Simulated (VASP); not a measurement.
A VASP calculation is set up with these files.

File KPOINTS:
```
Automatic mesh
0
Gamma
10 10 10
0 0 0
```

### INCAR
```
EDIFF=1E-7
SYSTEM=GaN
LWAVE=.FALSE.
SIGMA=0.05   ! width (eV)
LASPH=.TRUE.
ALGO=Normal
ISMEAR=0   ! Gaussian
PREC=Accurate
NELM=100   ! most electronic steps
ISIF=2   ! forces and stress, cell fixed
LCHARG=.FALSE.
LREAL=.FALSE.   ! projection in real space or not
GGA=RP   ! RPBE
ENCUT=520   ! plane-wave cut-off (eV)
LMAXMIX=4   ! l cut-off of mixed one-centre charges
```

File POSCAR:
```
GaN
1.0
  0.0000000000   2.3363477605   2.3363477605
  2.3363477605   0.0000000000   2.3363477605
  2.3363477605   2.3363477605   0.0000000000
Ga N
1 1
Cart
  0.0000000000   0.0000000000   0.0000000000
  1.1681738802   1.1681738802   1.1681738802
```

POTCAR, in this order: Ga_d N (PBE.64 set). Program: vasp_std.

### Question
Write an equivalent input for Quantum ESPRESSO's pw.x.

### Answer
One equivalent input (not run):
```
&CONTROL
  calculation = 'scf'
  pseudo_dir = './pseudo'
  outdir = './out'
  tprnfor = .true.
  tstress = .true.
/
&SYSTEM
  ibrav = 0
  nat = 2
  ntyp = 2
  ecutwfc = 84
  occupations = 'smearing'
  smearing = 'gaussian'
  degauss = 0.003675
  input_dft = 'rpbe'
/
&ELECTRONS
  conv_thr = 7.3e-09
  electron_maxstep = 100
/
ATOMIC_SPECIES
  Ga 69.723 Ga.upf
  N 14.007 N.upf
CELL_PARAMETERS angstrom
     0.0000000    2.3363478    2.3363478
     2.3363478    0.0000000    2.3363478
     2.3363478    2.3363478    0.0000000
ATOMIC_POSITIONS crystal
  Ga   0.0000000  0.0000000  0.0000000
  N    0.2500000  0.2500000  0.2500000
K_POINTS automatic
  10 10 10 0 0 0
```
The two are equivalent in intent, not identical: the potentials are each code's own (VASP's PAW set, PseudoDojo norm-conserving files in pw.x), so ENCUT and ecutwfc are chosen apart and not converted; conv_thr bounds pw.x's estimated SCF error, while EDIFF bounds the energy change between steps.

The compound is GaN in the zinc blende structure, a metastable form; wurtzite is the usual one. This cell is one point of a volume scan, at 1.06 of the reference volume.
